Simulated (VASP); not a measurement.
Input:

```
CELL_PARAMETERS angstrom
      0.00000     2.75910     2.75910
      2.75910     0.00000     2.75910
      2.75910     2.75910     0.00000
ATOMIC_POSITIONS crystal
  Zn 0.00000 0.00000 0.00000
  S  0.25000 0.25000 0.25000
```

All values below come from PBE GGA, VASP's PBE PAW potentials (set 64) (plane waves; VASP 6.6.1). Numerical set-up: 400 eV cut-off, KSPACING 0.2 per Å, Gaussian smearing of 0.050 eV, potentials Zn S.

Q: Give the stress tensor in GPa (positive for a compressed cell).

A: 
```
-2.69   0.00   0.00
 0.00  -2.69   0.00
 0.00   0.00  -2.69
```
The pressure is its mean diagonal, -2.69 GPa.

The compound is ZnS in the zinc blende structure. The cell was not relaxed at this level. The run is one of a series of settings (KGAMMA = .TRUE., KSPACING = 0.2, KPOINTS file removed against the base run), some of them coarse on purpose.
